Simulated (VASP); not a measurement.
Here is a VASP 6.6.1 calculation.

INCAR

```
SYSTEM = Hf2N2O
PREC     = Accurate       ! precision mode
ENCUT    = 520            ! plane-wave cutoff, eV
EDIFF    = 1E-6           ! SCF threshold, eV
ISMEAR   = 0              ! smearing method
SIGMA    = 0.1            ! smearing width, eV
LREAL    = .False.        ! projectors in reciprocal space
LASPH    = .True.         ! aspherical terms in the spheres
NELM     = 80             ! most SCF steps
ALGO     = Normal         ! electronic algorithm
ISIF     = 2              ! what is computed and relaxed
LWAVE    = .False.        ! write WAVECAR
LCHARG   = .False.        ! write CHGCAR
LDIPOL   = .True.       
IDIPOL   = 3            
DIPOL    = 0.5 0.5 0.485
NBANDS   = 26             ! bands
```

Contents of KPOINTS:

```
Automatic mesh
0
Gamma
  6 6 1
  0 0 0
```

POSCAR

```
Hf2N2O
1.0
    3.4716425656      0.0000000000      0.0000000000
    1.7358212828      3.0065306547      0.0000000000
    0.0000000000      0.0000000000     18.5432303563
Hf N O
2 2 1
Direct
    0.0000000000      0.0000000000      0.3559250397
    0.6666666667      0.6666666667      0.5087886039
    0.6666666667      0.6666666667      0.3941409307
    0.3333333333      0.3333333333      0.5470044950
    0.3333333333      0.3333333333      0.6181384292
```

Potentials or basis: VASP PAW LDA potentials, release 64 (Hf_pv, N, O).

Run with:

```bash
$ cat potpaw_LDA.64/Hf_pv/POTCAR potpaw_LDA.64/N/POTCAR potpaw_LDA.64/O/POTCAR > POTCAR
$ mpirun -np 1 vasp_std > vasp.out
```

Predict the largest force.

1.828 eV/Å.

Predict the band gap on the k mesh.

none (metal or under the smearing width).

Forces on the atoms (eV/Å):
```
Hf   0.000  0.000  1.828
Hf   0.000  0.000  0.083
N    0.000  0.000 -0.902
N    0.000  0.000 -1.506
O    0.000  0.000  0.497
```

Spin-orbit coupling is left out, which matters for the levels of Hf.
